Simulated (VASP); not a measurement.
Input:

```xyz
3
Lattice="0.0000 3.1798 3.1798 3.1798 0.0000 3.1798 3.1798 3.1798 0.0000" Properties=species:S:1:pos:R:3 pbc="T T T"
Mg     1.5899     1.5899     1.5899
Mg     4.7697     4.7697     4.7697
Si     0.0000     3.1798     3.1798
```

All values below come from PBE GGA, VASP's PBE PAW potentials (set 64) (plane waves; VASP 6.6.1). Settings: 520 eV cut-off, Gaussian smearing of 0.050 eV, potentials Mg Si.

Task: Estimate the band gap (along the path) with the smallest direct gap where there is one.

Result: 
```
Property                               Result
------------------------------------  -------
band gap (along the path)             0.21 eV
smallest direct gap (along the path)  1.85 eV
```

The absolute energy has meaning only against runs of the same code, potentials and settings.

The compound is Mg2Si in the antifluorite structure. It was relaxed first.
